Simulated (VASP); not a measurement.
Computed with PBE GGA, VASP's PBE PAW potentials (set 64) (plane waves; VASP 6.6.1).

A VASP calculation is set up with these files.

### INCAR
```
NELM=100   # most electronic steps
GGA=PE   # PBE
LASPH=.True.
LCHARG=.False.
PREC=Accurate
SIGMA=0.05
EDIFF=1E-6
KSPACING=0.6
LWAVE=.False.
ENCUT=520   # plane-wave cut-off (eV)
ALGO=Normal   # blocked Davidson
ISMEAR=0   # Gaussian
ISIF=2
SYSTEM=AlN
LREAL=.False.   # projection in real space or not
KGAMMA=.True.
```

### POSCAR
```
AlN
1
    1.5861000000    -2.7472060000     0.0000000000
    1.5861000000     2.7472060000     0.0000000000
    0.0000000000     0.0000000000     5.0796000000
Al N
2 2
Direct
  0.6666670000   0.3333330000   0.5000000000
  0.3333330000   0.6666670000   0.0000000000
  0.6666670000   0.3333330000   0.8820000000
  0.3333330000   0.6666670000   0.3820000000
```

POTCAR, in this order: Al N (PBE.64 set). Program: vasp_std.

The resulting files:

OSZICAR:
```
       N       E                     dE             d eps       ncg     rms          rms(c)
DAV:   1     0.471918220730E+02    0.47192E+02   -0.78185E+03   200   0.119E+03
DAV:   2    -0.297414760462E+02   -0.76933E+02   -0.67659E+02   264   0.218E+02
DAV:   3    -0.342259621759E+02   -0.44845E+01   -0.44585E+01   252   0.562E+01
DAV:   4    -0.342715894184E+02   -0.45627E-01   -0.45617E-01   220   0.624E+00
DAV:   5    -0.342722799052E+02   -0.69049E-03   -0.69046E-03   252   0.800E-01    0.118E+01
DAV:   6    -0.296970531662E+02    0.45752E+01   -0.17184E+01   232   0.312E+01    0.414E+00
DAV:   7    -0.297179320096E+02   -0.20879E-01   -0.58717E-01   200   0.618E+00    0.282E+00
DAV:   8    -0.297113909135E+02    0.65411E-02   -0.77531E-02   224   0.300E+00    0.508E-01
DAV:   9    -0.297067137843E+02    0.46771E-02   -0.19392E-02   240   0.103E+00    0.248E-01
DAV:  10    -0.297073292472E+02   -0.61546E-03   -0.26490E-03   216   0.389E-01    0.129E-01
DAV:  11    -0.297072479069E+02    0.81340E-04   -0.24437E-04   228   0.123E-01    0.347E-02
DAV:  12    -0.297072500467E+02   -0.21398E-05   -0.99357E-06   212   0.322E-02    0.870E-03
DAV:  13    -0.297072496795E+02    0.36719E-06   -0.76388E-06   240   0.204E-02
   1 F= -.29707250E+02 E0= -.29707250E+02  d E =-.257691E-16
```

### OUTCAR
```
------------------------ aborting loop because EDIFF is reached ----------------------------------------
  FORCE on cell =-STRESS in cart. coord.  units (eV):
  Direction    XX          YY          ZZ          XY          YZ          ZX
  --------------------------------------------------------------------------------------
  Total       -2.0391408     -2.0391411     -1.9411256      0.0000000      0.0000000      0.0000000
  in kB      -73.8034200    -73.8034315    -70.2559171      0.0000000      0.0000000      0.0000000
  external PRESSURE =     -72.6209229 kB  Pullay stress =       0.0000000 kB
  volume of cell :       44.27
      direct lattice vectors                 reciprocal lattice vectors
     1.586100000 -2.747206000  0.000000000     0.315238636 -0.182003097  0.000000000
     1.586100000  2.747206000  0.000000000     0.315238636  0.182003097  0.000000000
     0.000000000  0.000000000  5.079600000     0.000000000  0.000000000  0.196865895
  FREE ENERGIE OF THE ION-ELECTRON SYSTEM (eV)
  ---------------------------------------------------
  free  energy   TOTEN  =       -29.7072496795 eV

  energy  without entropy=      -29.7072496795  energy(sigma->0) =      -29.70724968
```
(Selected blocks of OUTCAR.)

The compound is AlN in the wurtzite structure. The cell was not relaxed at this level. The run is one of a series of settings (KGAMMA = .TRUE., KSPACING = 0.6, KPOINTS file removed against the base run), some of them coarse on purpose.
